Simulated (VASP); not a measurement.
Calculation: PBE GGA, VASP's PBE PAW potentials (set 64) (plane waves; VASP).

A VASP calculation is set up with these files.

POSCAR:
```
VAs
5.656420
  0.0000000000   0.5000000000   0.5000000000
  0.5000000000   0.0000000000   0.5000000000
  0.5000000000   0.5000000000   0.0000000000
As V
1 1
Cartesian
  0.2500000000   0.2500000000   0.2500000000
  0.0000000000   0.0000000000   0.0000000000
```

### KPOINTS
```
Automatic mesh
0
Gamma
5 5 5
0 0 0
```

### INCAR
```
ALGO = Normal
EDIFF = 1E-6
ENCUT = 300
GGA = PE
ISIF = 2
ISMEAR = 0
ISPIN = 2
LASPH = .TRUE.
LCHARG = .FALSE.
LMAXMIX = 4
LORBIT = 11
LREAL = .FALSE.
LWAVE = .FALSE.
MAGMOM = 0.0 2.0
NELM = 100
PREC = Accurate
SIGMA = 0.272
SYSTEM = VAs
```

POTCAR, in this order: As V_sv (PBE.64 set). Program: vasp_std.

Output of the run:

### OSZICAR
```
       N       E                     dE             d eps       ncg     rms          rms(c)
DAV:   1     0.715346110351E+02    0.71535E+02   -0.72184E+03   680   0.823E+02
DAV:   2    -0.127033447650E+02   -0.84238E+02   -0.82026E+02   614   0.258E+02
DAV:   3    -0.152976405845E+02   -0.25943E+01   -0.25710E+01   704   0.447E+01
DAV:   4    -0.153186460876E+02   -0.21006E-01   -0.20984E-01   626   0.403E+00
DAV:   5    -0.153187970228E+02   -0.15094E-03   -0.15093E-03   698   0.369E-01    0.149E+01
DAV:   6    -0.144672212925E+02    0.85158E+00   -0.19592E+01   620   0.442E+01    0.122E+01
DAV:   7    -0.134238918526E+02    0.10433E+01   -0.63557E+00   566   0.297E+01    0.359E+00
DAV:   8    -0.134102281242E+02    0.13664E-01   -0.35733E-01   566   0.568E+00    0.111E+00
DAV:   9    -0.134143560399E+02   -0.41279E-02   -0.44729E-02   620   0.199E+00    0.687E-01
DAV:  10    -0.134142305561E+02    0.12548E-03   -0.74646E-03   620   0.804E-01    0.246E-01
DAV:  11    -0.134148317015E+02   -0.60115E-03   -0.35409E-03   614   0.416E-01    0.105E-01
DAV:  12    -0.134148437049E+02   -0.12003E-04   -0.21254E-04   590   0.169E-01    0.416E-02
DAV:  13    -0.134148451812E+02   -0.14763E-05   -0.28995E-05   620   0.588E-02    0.237E-02
DAV:  14    -0.134148578083E+02   -0.12627E-04   -0.17341E-05   608   0.396E-02    0.601E-03
DAV:  15    -0.134148578817E+02   -0.73357E-07   -0.12967E-06   556   0.787E-03
   1 F= -.13414858E+02 E0= -.13382075E+02  d E =-.655664E-01  mag=     1.9852
```

OUTCAR:
```
------------------------ aborting loop because EDIFF is reached ----------------------------------------
  FORCE on cell =-STRESS in cart. coord.  units (eV):
  Direction    XX          YY          ZZ          XY          YZ          ZX
  --------------------------------------------------------------------------------------
  Total        0.2498466      0.2498466      0.2498466      0.0000000      0.0000000      0.0000000
  in kB        8.8474702      8.8474702      8.8474702      0.0000000      0.0000000      0.0000000
  external PRESSURE =       8.8474702 kB  Pullay stress =       0.0000000 kB
  volume of cell :       45.24
      direct lattice vectors                 reciprocal lattice vectors
     0.000000000  2.828210000  2.828210000    -0.176790267  0.176790267  0.176790267
     2.828210000  0.000000000  2.828210000     0.176790267 -0.176790267  0.176790267
     2.828210000  2.828210000  0.000000000     0.176790267  0.176790267 -0.176790267
 POSITION                                       TOTAL-FORCE (eV/Angst)
 -----------------------------------------------------------------------------------
      1.41410      1.41410      1.41410         0.000000      0.000000     -0.000000
      0.00000      0.00000      0.00000        -0.000000     -0.000000      0.000000
 -----------------------------------------------------------------------------------
    total drift:                                0.000001      0.000001      0.000000
  FREE ENERGIE OF THE ION-ELECTRON SYSTEM (eV)
  ---------------------------------------------------
  free  energy   TOTEN  =       -13.4148578817 eV

  energy  without entropy=      -13.3492914399  energy(sigma->0) =      -13.38207466

 total charge

# of ion       s       p       d       tot
------------------------------------------
    1        1.216   1.659   0.036   2.910
    2        2.244   6.132   3.070  11.447
--------------------------------------------------
tot          3.460   7.791   3.106  14.357

 magnetization (x)

# of ion       s       p       d       tot
------------------------------------------
    1       -0.017  -0.152   0.026  -0.144
    2        0.022   0.004   1.898   1.924
--------------------------------------------------
tot          0.005  -0.149   1.924   1.780
```
(Selected blocks of OUTCAR.)

**OUTCAR**
```
 val. band max:        4.2016347790   @ k =   0.4000   0.4000   0.0000

 cond. band min:       4.4196476022   @ k =  -0.4000   0.4000   0.0000


 Fermi energy:         4.3361973175

 spin component 1

 k-point     1 :       0.0000    0.0000    0.0000
  band No.  band energies     occupation
      1     -60.4774      1.00000
      2     -34.3686      1.00000
      3     -34.3686      1.00000
      4     -34.3686      1.00000
      5      -6.9664      1.00000
      6       1.8480      1.00000
      7       1.8480      1.00000
      8       1.8480      1.00000
      9       3.8900      0.98983
     10       3.8900      0.98982
     11       7.7070      0.00000
     12       8.7711      0.00000
     13       8.7711      0.00000
     14       8.7711      0.00000

 k-point     2 :       0.2000    0.0000    0.0000
  band No.  band energies     occupation
      1     -60.4771      1.00000
      2     -34.3743      1.00000
      3     -34.3694      1.00000
      4     -34.3694      1.00000
      5      -6.6428      1.00000
      6       1.2496      1.00000
      7       1.9569      1.00000
      8       1.9569      1.00000
      9       3.8660      0.99275
     10       3.8660      0.99275
     11       6.5384      0.00000
     12       8.1283      0.00000
     13       8.1283      0.00000
     14       9.0789      0.00000

 k-point     3 :       0.4000    0.0000    0.0000
  band No.  band energies     occupation
      1     -60.4767      1.00000
      2     -34.3838      1.00000
      3     -34.3711      1.00000
      4     -34.3711      1.00000
      5      -6.0208      1.00000
      6       0.3732      1.00000
      7       2.0639      1.00000
      8       2.0639      1.00000
      9       4.0503      0.93145
     10       4.0503      0.93143
     11       4.7726      0.01163
     12       7.1608      0.00000
     13       7.1608      0.00000
     14       9.4243      0.00000

...
```

At this cut-off the stress carries a Pulay error, which pulls relaxed volumes low.

The structure was generated: VAs was put into an ordered model structure, which need not be its known phase. The cell was not relaxed at this level, and its volume differs by -5.9 % from the start's.
